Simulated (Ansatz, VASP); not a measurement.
**IrS in VASP and in Ansatz**

```
Ir S
1.0
     3.49141    0.00000    0.00000
    -1.74571    3.02365    0.00000
     0.00000    0.00000    5.38279
Ir S
2 2
Direct
  0.00000 0.00000 0.00000
  0.00000 0.00000 0.50000
  0.33333 0.66667 0.25000
  0.66667 0.33333 0.75000
```

Alike in both runs: task relaxation of shape and atoms at fixed volume; functional PBEsol; k mesh 10 × 10 × 6; occupations gaussian, width 0.05 eV; no spin polarisation.

|  | VASP | Ansatz |
| --- | --- | --- |
| version | VASP 6.6.1 | Ansatz 0.2.0 |
| potentials or method | VASP PAW PBE potentials, release 64 (Ir, S) | scalar-relativistic, plane waves, PAW |
| plane-wave cutoff (eV) | 600 | 420 |
| valence electrons in the cell | 30 | 46 |

|  | VASP | Ansatz | Ansatz less VASP |
| --- | --- | --- | --- |
| gap on the k mesh at the Fermi level, each at its own relaxed structure (eV) | none | none | - |
| relaxed volume (Å³/atom) | 14.21 | 14.21 | 0.000 |
| relaxed cell length with the largest relative difference (Å) | 5.398 | 5.397 | -0.0010 |

A gap of «none» marks a metal or a gap that the smearing closes. The two sets of potentials don't hold the same shells in valence.

Caveats: the PAW data sets were made with another functional, which shifts forces and pressure a little (VASP). The runs have no spin-orbit coupling, so splittings on Ir are missing.
